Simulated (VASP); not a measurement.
```
MgSn
1.0
    3.32413     0.00000     0.00000
    0.00000     3.32413     0.00000
    0.00000     0.00000     4.19652
Mg Sn
1 1
Direct
  0.00000   0.00000   0.00000
  0.50000   0.50000   0.50000
```

Calculation: PBEsol GGA, VASP's PBE PAW potentials (set 64) (plane waves; VASP). Run with 400 eV cut-off, 12×12×10 Γ-centred mesh, tetrahedra with Blöchl corrections, potentials Mg Sn_d.

Unless said otherwise, spin-orbit coupling is left out, though it shifts the bands of the heavy elements here.

Problem. Tabulate the total density of states (states/eV per cell) against energy (eV; zero at the valence-band maximum or, without a gap, the Fermi level).

Solution. 
| E (eV) | DOS (states/eV) |
|---|---|
| -9.98 | 0.21 |
| -9.74 | 0.28 |
| -9.50 | 0.35 |
| -9.26 | 0.46 |
| -9.02 | 0.48 |
| -8.90 | 0.48 |
| -8.66 | 0.49 |
| -8.42 | 0.50 |
| -8.18 | 0.52 |
| -7.94 | 0.58 |
| -7.70 | 0.64 |
| -7.46 | 0.60 |
| -7.22 | 0.56 |
| -6.98 | 0.51 |
| -6.74 | 0.39 |
| -6.62 | 0.35 |
| -6.38 | 0.29 |
| -6.14 | 0.24 |
| -5.90 | 0.26 |
| -5.66 | 0.28 |
| -5.42 | 0.28 |
| -5.18 | 0.34 |
| -4.94 | 0.41 |
| -4.70 | 0.47 |
| -4.46 | 0.53 |
| -4.34 | 0.56 |
| -4.10 | 0.72 |
| -3.86 | 0.80 |
| -3.62 | 0.73 |
| -3.38 | 0.84 |
| -3.14 | 0.90 |
| -2.90 | 0.85 |
| -2.66 | 0.89 |
| -2.42 | 0.89 |
| -2.18 | 0.80 |
| -2.06 | 0.79 |
| -1.82 | 0.87 |
| -1.58 | 0.92 |
| -1.34 | 0.78 |
| -1.10 | 0.74 |
| -0.86 | 0.77 |
| -0.62 | 0.83 |
| -0.38 | 0.88 |
| -0.14 | 0.86 |
| 0.10 | 0.85 |
| 0.22 | 0.86 |
| 0.46 | 0.92 |
| 0.70 | 0.89 |
| 0.94 | 0.87 |
| 1.18 | 0.93 |
| 1.42 | 0.96 |
| 1.66 | 0.96 |
| 1.90 | 0.97 |
| 2.14 | 1.08 |
| 2.38 | 1.18 |
| 2.50 | 1.22 |
| 2.74 | 1.22 |
| 2.98 | 1.19 |
| 3.22 | 1.18 |
| 3.46 | 1.12 |
Within 2 eV below the Fermi level the largest weight inside VASP's projection spheres is Sn p, then Sn s.

The structure comes from a computed database's MgSn entry (P4/mmm); how it stands against other phases isn't given here. It was relaxed first.
